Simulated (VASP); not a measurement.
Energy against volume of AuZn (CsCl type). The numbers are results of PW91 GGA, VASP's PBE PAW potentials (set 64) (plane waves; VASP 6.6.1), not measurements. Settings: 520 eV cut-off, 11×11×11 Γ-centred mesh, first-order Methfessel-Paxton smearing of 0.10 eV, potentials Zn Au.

```
V (Å³/atom)  E (eV/atom)
-----------  -----------
15.767          -2.37996
16.255          -2.38639
16.742          -2.38208
17.230          -2.36906
```

### Question
Fit these four points and predict the energy of the run at 15.279 Å³/atom.

### Answer
A cubic in V^(−2/3), the third-order Birch-Murnaghan form, passes through the four points with V0 = 16.29 Å³/atom and B0 = 116 GPa, and gives -2.3603 eV/atom there. The run gave -2.3603 eV/atom, -0.0 meV/atom from the fit; all five points give B0 = 116 GPa.

The compound is AuZn in the CsCl type structure. It was relaxed first.
